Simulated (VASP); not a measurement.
Consider the following.

```
Li
1.0
   -1.71324     1.71324     1.71324
    1.71324    -1.71324     1.71324
    1.71324     1.71324    -1.71324
Li
1
Direct
  0.00000   0.00000   0.00000
```

Level of theory: PBEsol GGA, VASP's PBE PAW potentials (set 64) (plane waves; VASP 6.6.1). Run with 620 eV cut-off, 15×15×15 Γ-centred mesh, first-order Methfessel-Paxton smearing of 0.10 eV, potentials Li_sv.

### Question
Estimate the energy per atom (σ→0), band gap (on the k-mesh) with the smallest direct gap where there is one.

### Answer

| Quantity | Result |
|---|---|
| band gap (on the k-mesh) | none (metal, semimetal or under 0.01 eV) |
| energy per atom (σ→0) | -1.965 eV/atom |

The compound is Li in the bcc structure. It was relaxed first, which changed the volume by -5 %.
